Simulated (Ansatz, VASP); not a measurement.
# In2S: VASP beside Ansatz

Aim: how closely do two programs agree when they are given the same cell, functional and k mesh? The cell is generated by rule, not measured, and may not be a known phase. The cell is taken from a series of runs on this material, whose earlier steps may have relaxed, scaled, displaced or heated it; both programs get it as it stands.

Main program and level: Ansatz 0.2.0; plane waves, with VASP 6.6.1 beside it; PBEsol.

The structure was built from a prototype and need not be the compound's stable phase.

## Step 1: Starting point

The structure is tetragonal, space group P4_222 (No. 93). The conventional cell has a = 8.895 Å, b = 8.895 Å, c = 6.290 Å, α = 90.00°, β = 90.00°, γ = 90.00°. Nearest to S lie 4 In at 2.70 to 2.75 Å. In has 2 S at 2.70 Å nearest. In has 2 S at 2.75 Å nearest. Farther neighbours and most contacts between anions are not listed.

## Step 2: VASP: single point, PBEsol, pair 1

A single point takes one fixed geometry, so differences don't come from the geometry; what else differs is listed under the comparison.

Lines of VASP's logs that name or quote its potential files are left out, and so is its time.

Contents of INCAR:

```
SYSTEM = In2S
PREC = Accurate
ENCUT = 500
EDIFF = 1E-06
NELM = 120
ISMEAR = 1
SIGMA = 0.2
LREAL = .FALSE.
ALGO = Normal
GGA = PS
NBANDS = 79
LORBIT = 11
LWAVE = .FALSE.
LCHARG = .FALSE.
ISIF = 2
LASPH = .TRUE.
GGA_COMPAT = .FALSE.
KPAR = 2
```

Contents of POSCAR:

```
In2S
1.0
   -6.2898146533      0.0000000000      0.0000000000
    0.0000000000     -6.2898146533     -6.2898146533
    0.0000000000     -6.2898146533      6.2898146533
S In
4 8
Direct
    0.0000000000      0.0031797439      0.0031797439
    0.0000000000      0.4968202561      0.4968202561
    0.5000000000      0.0031797439      0.4968202561
    0.5000000000      0.4968202561      0.0031797439
    0.7500000000      0.2500000000      0.5005505998
    0.7500000000      0.7500000000      0.9994494002
    0.2500000000      0.9994494002      0.2500000000
    0.2500000000      0.5005505998      0.7500000000
    0.2500000000      0.9994494002      0.7500000000
    0.2500000000      0.5005505998      0.2500000000
    0.7500000000      0.7500000000      0.5005505998
    0.7500000000      0.2500000000      0.9994494002
```

Contents of KPOINTS:

```
Automatic mesh
0
Gamma
6 4 4
0 0 0
```

PAW data sets: S and In_d (PBE family, release 64).

Started as:

```bash
> mpirun -np 2 vasp_std
```

Numbers of over 12 decimals in the logs are rounded to 6 here.

The program printed:

```text
[banner, memory and clock lines left out]
running    2 mpi-ranks, on    1 nodes
 distrk:  each k-point on    1 cores,    2 groups
 distr:  one band on    1 cores,    1 groups

 POSCAR found type information on POSCAR S In
 POSCAR found :  2 types and      12 ions
|                                                                             |
|               ----> ADVICE to this user running VASP <----                  |
|                                                                             |
|     You enforced a specific xc type in the INCAR file but a different       |
|     [... a line on the potential file left out ...]
|     I HOPE YOU KNOW WHAT YOU ARE DOING!                                     |
|                                                                             |

 LDA part: xc-table for (Slater+PW92), standard interpolation
 POSCAR, INCAR and KPOINTS ok, starting setup
 FFT: planning ... GRIDC
 FFT: planning ... GRID_SOFT
 FFT: planning ... GRID
 WAVECAR not read
 entering main loop
       N       E                     dE             d eps       ncg     rms          rms(c)
DAV:   1     0.127799200142E+04    0.12780E+04   -0.54590E+04  3792   0.167E+03
DAV:   2     0.162880541881E+03   -0.11151E+04   -0.10846E+04  3800   0.449E+02
DAV:   3    -0.190878389901E+02   -0.18197E+03   -0.17223E+03  4483   0.196E+02
DAV:   4    -0.392247170897E+02   -0.20137E+02   -0.19212E+02  4552   0.577E+01
DAV:   5    -0.401614768640E+02   -0.93676E+00   -0.93452E+00  4545   0.123E+01    0.171E+01
DAV:   6    -0.355394298900E+02    0.46220E+01   -0.89656E+00  5146   0.163E+01    0.104E+01
DAV:   7    -0.357723663411E+02   -0.23294E+00   -0.35874E+00  4674   0.525E+00    0.349E+00
DAV:   8    -0.357154722871E+02    0.56894E-01   -0.45262E-01  4869   0.283E+00    0.212E+00
DAV:   9    -0.357338067508E+02   -0.18334E-01   -0.30903E-01  4977   0.231E+00    0.146E+00
DAV:  10    -0.356820573604E+02    0.51749E-01   -0.88729E-02  4764   0.133E+00    0.472E-01
DAV:  11    -0.356854586048E+02   -0.34012E-02   -0.35705E-02  5402   0.493E-01    0.332E-01
DAV:  12    -0.356842955794E+02    0.11630E-02   -0.25611E-03  4670   0.192E-01    0.224E-01
DAV:  13    -0.356840835611E+02    0.21202E-03   -0.11271E-03  5115   0.790E-02    0.505E-02
DAV:  14    -0.356840795084E+02    0.40527E-05   -0.12058E-04  4691   0.378E-02    0.251E-02
DAV:  15    -0.356840799564E+02   -0.44793E-06   -0.98674E-06  3937   0.116E-02
   1 F= -.35684080E+02 E0= -.35691566E+02  d E =0.224586E-01
```

Parts of OUTCAR (step 2):

```text
ion  position               nearest neighbor table
   1  0.000  0.003  0.003-   7 2.70  12 2.70   9 2.75   6 2.75
   2  0.000  0.497  0.497-   5 2.70  10 2.70   8 2.75  11 2.75
   3  0.500  0.003  0.497-   5 2.70   7 2.70   9 2.75  11 2.75
   4  0.500  0.497  0.003-  10 2.70  12 2.70   6 2.75   8 2.75
   5  0.750  0.250  0.501-   2 2.70   3 2.70
   6  0.750  0.750  0.999-   1 2.75   4 2.75
   7  0.250  0.999  0.250-   1 2.70   3 2.70
   8  0.250  0.501  0.750-   2 2.75   4 2.75
   9  0.250  0.999  0.750-   1 2.75   3 2.75
  10  0.250  0.501  0.250-   2 2.70   4 2.70
  11  0.750  0.750  0.501-   2 2.75   3 2.75
  12  0.750  0.250  0.999-   1 2.70   4 2.70

  LATTYP: Found a simple tetragonal cell.
 ALAT       =     8.8951411875
 C/A-ratio  =     0.7071067812

 Subroutine GETGRP returns: Found  8 space group operations
 (whereof  2 operations were pure point group operations)

The static configuration has the point symmetry C_2 .
 The point group associated with its full space group is D_4 .

 Found     24 irreducible k-points:

   k-points           NKPTS =     24   k-points in BZ     NKDIM =     24   number of bands    NBANDS=     79

   dimension x,y,z NGX =    48 NGY =   70 NGZ =   70
   dimension x,y,z NGXF=    96 NGYF=  140 NGZF=  140

   ENCUT  =  500.0 eV  36.75 Ry    6.06 a.u.  11.47 16.22 16.22*2*pi/ulx,y,z

   NELECT =     128.0000    total number of electrons

 k-points in reciprocal lattice and weights: Automatic mesh
   0.00000000  0.00000000  0.00000000       0.010
   0.16666667  0.00000000  0.00000000       0.021
   0.33333333  0.00000000  0.00000000       0.021
   0.50000000  0.00000000  0.00000000       0.010
   0.00000000  0.25000000  0.00000000       0.042
   0.16666667  0.25000000  0.00000000       0.083
   0.33333333  0.25000000  0.00000000       0.083
   0.50000000  0.25000000  0.00000000       0.042
   0.00000000  0.50000000  0.00000000       0.021
[...]
0.33333333  0.50000000  0.50000000       0.021
   0.50000000  0.50000000  0.50000000       0.010

 average (electrostatic) potential at core
       1 -88.9200       2 -88.9200       3 -88.9200       4 -88.9200       5 -98.6735
       6 -98.6379       7 -98.6735       8 -98.6379       9 -98.6379      10 -98.6735
      11 -98.6379      12 -98.6735

 E-fermi :   2.2777

 k-point     1 :       0.0000    0.0000    0.0000
  band No.  band energies     occupation
    ...
     59       0.4720      2.00000
     60       1.7175      2.00055
     61       1.7431      2.00103
     62       1.8758      2.01552
     63       1.9164      2.02836
     64       2.5109     -0.06977
     65       2.5109     -0.06977
     66       2.5268     -0.07079
     67       3.2663     -0.00000
     68       3.2701     -0.00000
    ...

 k-point     2 :       0.1667    0.0000    0.0000
  band No.  band energies     occupation
    ...
     59       1.1848      2.00000
     60       1.8216      2.00583
     61       1.9184      2.02914
     62       1.9783      2.05558
     63       1.9938      2.06210
     64       2.3415      0.48921
     65       2.3929      0.18177
     66       2.3968      0.16395
     67       3.1070     -0.00000
     68       3.1110     -0.00000
    ...

 k-point     3 :       0.3333    0.0000    0.0000
  band No.  band energies     occupation
    ...
     61       2.0750      2.05288
     62       2.1187      1.97741
     63       2.1998      1.60683
     64       2.2053      1.57009
     65       2.2263      1.41898
     66       2.6878     -0.01354
     67       2.8251     -0.00075
     68       2.8274     -0.00071
     69       2.9189     -0.00006
     70       3.3883     -0.00000
    ...

  Total        0.1210856      0.0439610      0.0439610      0.0000000      0.0000000      0.0000000
  in kB        0.3898158      0.1415253      0.1415253      0.0000000      0.0000000      0.0000000
  external PRESSURE =       0.2242888 kB  Pullay stress =       0.0000000 kB

  energy-cutoff  :      500.00
  volume of cell :      497.67
      direct lattice vectors                 reciprocal lattice vectors
    -6.289814653  0.000000000  0.000000000    -0.158987197  0.000000000  0.000000000
     0.000000000 -6.289814653 -6.289814653     0.000000000 -0.079493598 -0.079493598
     0.000000000 -6.289814653  6.289814653     0.000000000 -0.079493598  0.079493598

 POSITION                                       TOTAL-FORCE (eV/Angst)
 -----------------------------------------------------------------------------------
      0.00000     -0.04000      0.00000        -0.000000     -0.185701      0.000000
      0.00000     -6.24981      0.00000         0.000000      0.185701      0.000000
     -3.14491     -3.14491      3.10491        -0.000000     -0.000000     -0.185701
     -3.14491     -3.14491     -3.10491         0.000000     -0.000000      0.185701
     -4.71736     -4.72082      1.57592         0.000000     -0.078069      0.078069
     -4.71736    -11.00371      1.56899         0.000000      0.057094     -0.057094
     -1.57245     -7.85881     -4.71390         0.000000      0.078069      0.078069
     -1.57245     -7.86573      1.56899         0.000000     -0.057094     -0.057094
     -1.57245    -11.00371     -1.56899         0.000000      0.057094      0.057094
     -1.57245     -4.72082     -1.57592         0.000000     -0.078069     -0.078069
     -4.71736     -7.86573     -1.56899         0.000000     -0.057094      0.057094
     -4.71736     -7.85881      4.71390         0.000000      0.078069     -0.078069
 -----------------------------------------------------------------------------------
    total drift:                               -0.000000     -0.000000      0.000000

  FREE ENERGIE OF THE ION-ELECTRON SYSTEM (eV)
  ---------------------------------------------------
  free  energy   TOTEN  =       -35.6840799564 eV

  energy  without entropy=      -35.7065385724  energy(sigma->0) =      -35.69156616

 total charge
# of ion       s       p       d       tot
------------------------------------------
    1        1.372   2.282   0.000   3.654
    2        1.372   2.282   0.000   3.654
    3        1.372   2.282   0.000   3.654
    4        1.372   2.282   0.000   3.654
    5        1.093   0.296   9.861  11.250
    6        1.113   0.273   9.859  11.245
    7        1.093   0.296   9.861  11.250
    8        1.113   0.273   9.859  11.245
    9        1.113   0.273   9.859  11.245
   10        1.093   0.296   9.861  11.250
   11        1.113   0.273   9.859  11.245
   12        1.093   0.296   9.861  11.250
--------------------------------------------------
tot         14.313  11.403  78.880 104.596

[... 3 further parts left out ...]
```

The run ends at a pressure of 0.02 GPa, with forces up to 0.19 eV/Å.

## Step 3: Ansatz: single point, PBEsol, pair 1

Ansatz runs on its default PAW (the set named soft_2) files.

The same cell, functional, mesh and smearing now go to Ansatz, which takes its cutoff from its data sets.

Contents of input.yaml:

```yaml
crystal:
  lattice:
    - [-6.2898146533, 0.0, 0.0]
    - [0.0, -6.2898146533, -6.2898146533]
    - [0.0, -6.2898146533, 6.2898146533]
  atoms:
    - { symbol: S, position: [0.0, 0.0031797439, 0.0031797439] }
    - { symbol: S, position: [0.0, 0.4968202561, 0.4968202561] }
    - { symbol: S, position: [0.5, 0.0031797439, 0.4968202561] }
    - { symbol: S, position: [0.5, 0.4968202561, 0.0031797439] }
    - { symbol: In, position: [0.75, 0.25, 0.5005505998] }
    - { symbol: In, position: [0.75, 0.75, -0.0005505998] }
    - { symbol: In, position: [0.25, 0.9994494002, 0.25] }
    - { symbol: In, position: [0.25, 0.5005505998, 0.75] }
    - { symbol: In, position: [0.25, 0.9994494002, 0.75] }
    - { symbol: In, position: [0.25, 0.5005505998, 0.25] }
    - { symbol: In, position: [0.75, 0.75, 0.5005505998] }
    - { symbol: In, position: [0.75, 0.25, -0.0005505998] }
kpoints:
  mp_grid: { grid: [6, 4, 4] }
hamiltonian:
  xc: pbesol
scf:
  occupations: { method: methfessel_paxton, width: 0.2 }
output:
  forces: true
  stress: true
  eigenvalues: true
```

Started as:

```bash
> ansatz run input.yaml --threads 8 --pin off --max-ram 14336MiB --backend cpu --events-out ev --progress --plain --runs-dir out
```

The program printed:

```text
Engine: ansatz 0.2.0, aarch64-unknown-linux-gnu
Pseudopotentials: kind: paw
Pseudopotential: S, paw, valence charge 6, recommended cutoff 420 eV (normal), S.paw.azcp
Pseudopotential: In, paw, valence charge 13, recommended cutoff 420 eV (normal), In.paw.azcp
Functional definition: PBEsol
  exchange = pbesol_x
  correlation = pbesol_c
Crystal: 12 atoms, lattice volume = 497.672 Å³
Basis set: ecut = 420 eV, 9757 PW (Γ), exchange–correlation on 90×120×120 points (8 copies of the dense FFT grid, shifted against one another)
Bands: 77, of which v1, the nominal top of the filled ones, is band 64 counted from 1 (63 counted from 0)
Symmetry: 8 space group operations
Space group: P4222 (ITA 93), of the structure as read, at distance tolerance 7.9e-5 Å
k-points: 24 of 96
Non-local potential: S, projectors of the file, l = 0: 2, l = 1: 2, l = 2: 2
Non-local potential: In, projectors of the file, l = 0: 2, l = 1: 2, l = 2: 2, l = 3: 2
PAW form: soft (Blöchl's): semilocal exchange-correlation on the pseudo side does not see the compensation charge
PAW frozen core: S, regenerated for the run's functional, and the local potential with it (the file was generated under x = pbe(κ = 0.804, μ = 0.219515), c = pbe(β = 0.066725))
PAW frozen core: In, regenerated for the run's functional, and the local potential with it (the file was generated under x = pbe(κ = 0.804, μ = 0.219515), c = pbe(β = 0.066725))
PAW one-centre angular grid: S, 110 points (default); XC on 64 Gauss nodes
PAW one-centre angular grid: In, 590 points (default); XC on 64 Gauss nodes
Initial density: superposition of atomic densities (neutral atoms: chi_scale 0, normalization atom), corrected by the library's trained network
Initial wavefunctions: pseudopotential atomic-orbital guess
Functional: x = pbesol(κ = 0.804, μ = 0.123457), c = pbesol(β = 0.046)
SCF iter   1: F=—  HF=-47737.175116 eV  |F-HF|=—  |Δ(HF+E_count)|=         —  Δρ=3.96e-3  dr2=1.65e-1  ethr=1.77e-3  ⟨swp⟩=6.2  Hψ=6428  notcnv=0
preconditioner: auto → LDOS  [metal: Δε(μ)=0.012 eV  Ē_g=12.387 eV  σ=0.200 eV  W_gap=0.05  n_scr=80 (ndim 8)  ℏωp=18.8 eV  f_vac=0.040  D(μ)=11.50/eV (n_scr^D=68)  β→1.0]
SCF iter   2: F=—  HF=-47737.164526 eV  |F-HF|=—  |Δ(HF+E_count)|=   1.06e-2  S|Δr|=    0.00e0  Δρ=1.86e-3  dr2=2.62e-2  ethr=1.29e-4  ⟨swp⟩=2.3  Hψ=3683  notcnv=0
SCF iter   3: F=—  HF=-47737.165372 eV  |F-HF|=—  |Δ(HF+E_count)|=   8.47e-4  S|Δr|=    0.00e0  Δρ=1.40e-3  dr2=1.18e-2  ethr=2.05e-5  ⟨swp⟩=2.0  Hψ=3331  notcnv=0
SCF iter   4: F=—  HF=-47737.161913 eV  |F-HF|=—  |Δ(HF+E_count)|=   3.46e-3  S|Δr|=    0.00e0  Δρ=2.47e-4  dr2=5.94e-4  ethr=9.23e-6  ⟨swp⟩=2.0  Hψ=3333  notcnv=0
SCF iter   5: F=—  HF=-47737.161854 eV  |F-HF|=—  |Δ(HF+E_count)|=   5.95e-5  S|Δr|=    0.00e0  Δρ=1.34e-4  dr2=2.34e-4  ethr=4.64e-7  ⟨swp⟩=2.0  Hψ=3336  notcnv=0
SCF iter   6: F=—  HF=-47737.161816 eV  |F-HF|=—  |Δ(HF+E_count)|=   3.82e-5  S|Δr|=    0.00e0  Δρ=4.22e-5  dr2=2.27e-5  ethr=1.83e-7  ⟨swp⟩=2.0  Hψ=3272  notcnv=0
SCF iter   7: F=—  HF=-47737.161781 eV  |F-HF|=—  |Δ(HF+E_count)|=   3.50e-5  S|Δr|=    0.00e0  Δρ=1.26e-5  dr2=1.73e-6  ethr=1.77e-8  ⟨swp⟩=2.2  Hψ=3251  notcnv=0
SCF iter   8: F=-47737.161781 eV  HF=-47737.161781 eV  |F-HF|=6.84e-9  |Δ(HF+E_count)|=   3.07e-8  S|Δr|=    0.00e0  Δρ=3.26e-6  dr2=9.90e-8  ethr=7.81e-11  ⟨swp⟩=10.4  Hψ=9522  notcnv=0
SCF 1 converged in 8 iterations: F = -47737.161781 eV  dr2 = 9.90e-8
  greatest PAW one-centre occupation: 0.984 electrons in one spin orbital (limit 2), on the In atom at site 8 (counted from 0), in its partial waves of l = 2
SCF converged after 8 iterations
Stability not checked: this state was not tested for a lower state beside it, because cold or Methfessel-Paxton smearing, or corrected tetrahedra, fill the levels in a way that the test cannot read (fill_not_monotonic; see scf.lower_state_search)
Free energy (F): -47737.161781 eV
Harris-Foulkes:  -47737.161781 eV  (|F-HF|=6.84e-9)
Internal energy: -47737.184283 eV  (E = F + TS)
E sigma→0 (E₀):  -47737.167406 eV
Entropy (-TS):   0.022503 eV (1.875 meV/atom)
Fermi energy:    3.630957 eV
--- Per-component energies (eV) ---
  E_band       = -898.534892
  E_kinetic    = 2336.472724
  E_local      = -12838.164734  (includes V_loc(G=0)·N_el)
  E_nonlocal   = 3056.014691
  E_hartree    = 5033.983790
  E_xc         = -2086.617272
  E_vxc        = -1136.941412  (∫ρ·V_xc dr)
  E_paw        = -34973.000132  (= ΣΔE_a)
  E_vpaw       = -2383.892357  (= ΣTr[D̂ρ^β])
  E_aug_tail   = 0.000208  (compensation charges beyond the density's cutoff)
  E_ewald      = -8268.008576
  E_core_change = 2.135017  (= ΣΔE_core)
  E_smearing   = 0.022503  (= −TS)
  E_closure    = -0.000000  (closes the sum)
  Σ components = -47737.161781   (vs F -47737.161781, Δ=0.00e0)
--- Forces (eV/Å), atoms counted from 1 ---
  atom   1  S      0.00000000    -0.18595284     0.00000000
  atom   2  S      0.00000000     0.18595284     0.00000000
  atom   3  S      0.00000000    -0.00000000    -0.18595284
  atom   4  S      0.00000000    -0.00000000     0.18595284
  atom   5  In     0.00000000    -0.07848865     0.07848865
  atom   6  In    -0.00000000     0.05737583    -0.05737583
  atom   7  In     0.00000000     0.07848865     0.07848865
  atom   8  In    -0.00000000    -0.05737583    -0.05737583
  atom   9  In     0.00000000     0.05737583     0.05737583
  atom  10  In    -0.00000000    -0.07848865    -0.07848865
  atom  11  In    -0.00000000    -0.05737583     0.05737583
  atom  12  In     0.00000000     0.07848865    -0.07848865
  max |Σ_I F_I| component: 5.55e-17 eV/Å
--- Stress (GPa, compression-positive) ---
        0.028320      -0.000000      -0.000000
       -0.000000       0.007332       0.000000
        0.000000       0.000000       0.007332
  P = ⅓ Tr σ = 0.0143 GPa (0.143 kbar)
--- Band table (eV; the first three rows and the last of 24) ---
  k-point 0: bands = [... 60 lower, 3.0969, 3.2292, 3.2700, 3.8639, 3.8639, 3.8799, 4.6198, 4.6238, ... 9 higher]
  k-point 1: bands = [... 60 lower, 3.2577, 3.2948, 3.3865, 3.6163, 3.7428, 3.7552, 4.4247, 4.5297, ... 9 higher]
  k-point 2: bands = [... 60 lower, 3.3653, 3.4485, 3.5450, 3.5645, 3.8037, 3.8385, 3.8598, 3.9441, ... 9 higher]
  k-point 23: bands = [... 60 lower, 3.1500, 3.2476, 3.2476, 3.3386, 4.5711, 4.6199, 4.6199, 4.6719, ... 9 higher]
```

In the SCF lines HF is the Harris–Foulkes energy and dr2 the Hartree energy of the density residual, in eV; the loop may stop once dr2 is under the threshold and the program's other checks hold. Hψ counts applications of the Hamiltonian.

The run ends at a pressure of 0.01 GPa, with forces up to 0.19 eV/Å.

## Step 4: Differences

Known differences besides the potentials themselves: the cutoff is 420 eV in Ansatz and 500 eV in VASP; Ansatz makes its cores anew for this functional, VASP keeps those of its PBE data sets. Total energies have different zeros and are not compared.

Compared:

```
      quantity  Ansatz  VASP  difference
pressure (GPa)    0.01  0.02       -0.01
```

Forces on 7 of the 12 atoms, those with the largest forces and the largest differences (eV/Å; atoms numbered as in POSCAR):

```
atom         Ansatz x, y, z           VASP x, y, z
  S1   0.000, -0.186, 0.000   0.000, -0.186, 0.000
  S2    0.000, 0.186, 0.000    0.000, 0.186, 0.000
  S3   0.000, 0.000, -0.186   0.000, 0.000, -0.186
  S4    0.000, 0.000, 0.186    0.000, 0.000, 0.186
 In7    0.000, 0.078, 0.078    0.000, 0.078, 0.078
In10  0.000, -0.078, -0.078  0.000, -0.078, -0.078
In12   0.000, 0.078, -0.078   0.000, 0.078, -0.078
```

The forces differ by 0.2 meV/Å r.m.s., which is 0.3 % of the r.m.s. force of 0.077 eV/Å (both taken over all components).

(Part 1 of 2 ends here.)

[Lines on the potential files, build, host, timing and source positions are cut from VASP's logs without a mark.]

[Logs are printed without paths, hosts, clocks, repeated set-up lines and the standing remarks that a program may print on its own settings, such as how far it seeks lower states.]

[Hosts, paths, dates, database ids (printed as entryN), source tags and the programs' standing remarks are cut or masked in the printed files.]
